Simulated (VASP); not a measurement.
An input for Quantum ESPRESSO's pw.x (written as the equivalent of a VASP run, and not itself run):

```
&CONTROL
  calculation = 'scf'
  pseudo_dir = './pseudo'
  outdir = './out'
  tprnfor = .true.
  tstress = .true.
/
&SYSTEM
  ibrav = 0
  nat = 2
  ntyp = 2
  ecutwfc = 90
  occupations = 'smearing'
  smearing = 'methfessel-paxton'
  degauss = 0.00735
  input_dft = 'pbe'
  nspin = 2
  starting_magnetization(1) = 0.3
/
&ELECTRONS
  conv_thr = 7.3e-08
  electron_maxstep = 100
/
ATOMIC_SPECIES
  Fe 55.845 Fe.upf
  Pt 195.084 Pt.upf
CELL_PARAMETERS angstrom
     2.7744000    0.0000000    0.0000000
     0.0000000    2.7744000    0.0000000
     0.0000000    0.0000000    3.7842000
ATOMIC_POSITIONS crystal
  Fe   0.0000000  0.0000000  0.0000000
  Pt   0.5000000  0.5000000  0.5000000
K_POINTS automatic
  12 12 9 0 0 0
```

**Question.** Translate this input to VASP (INCAR, KPOINTS, POSCAR, choice of POTCAR).

**Answer.** This is not unique; one that fits is 
File POSCAR:
```
FePt
1
    2.7744000000     0.0000000000     0.0000000000
    0.0000000000     2.7744000000     0.0000000000
    0.0000000000     0.0000000000     3.7842000000
Fe Pt
1 1
Direct
  0.0000000000   0.0000000000   0.0000000000
  0.5000000000   0.5000000000   0.5000000000
```

### INCAR
```
# general
SYSTEM  = FePt
PREC    = Single
ENCUT   = 400
LREAL   = .FALSE.
LASPH   = .TRUE.

# electronic loop
EDIFF   = 1E-6   # SCF stop (eV)
NELM    = 100
ALGO    = Normal   # blocked Davidson
LMAXMIX = 6   # l cut-off of mixed one-centre charges

# smearing
ISMEAR  = 1
SIGMA   = 0.1   # width (eV)

# functional
GGA     = PE   # PBE

# spin
ISPIN   = 2
MAGMOM  = 3.0 0.0

# ions
ISIF    = 2

# output
LWAVE   = .FALSE.
LCHARG  = .FALSE.
LORBIT  = 10
```

KPOINTS:
```
Automatic mesh
0
Gamma
  12 12 9
0 0 0
```

POTCAR, in this order: Fe Pt (PBE.64 set). Program: vasp_std.

What does not carry over: the potentials are each code's own (VASP's PAW set, PseudoDojo norm-conserving files in pw.x), so ENCUT and ecutwfc are chosen apart and not converted; conv_thr bounds pw.x's estimated SCF error, while EDIFF bounds the energy change between steps; starting_magnetization is a fraction of the valence charge and MAGMOM a moment in μB, so they match only roughly.

The compound is FePt in the L1_0 structure. The cell was not relaxed at this level. The run is one of a series of settings (PREC = Single against the base run), some of them coarse on purpose.
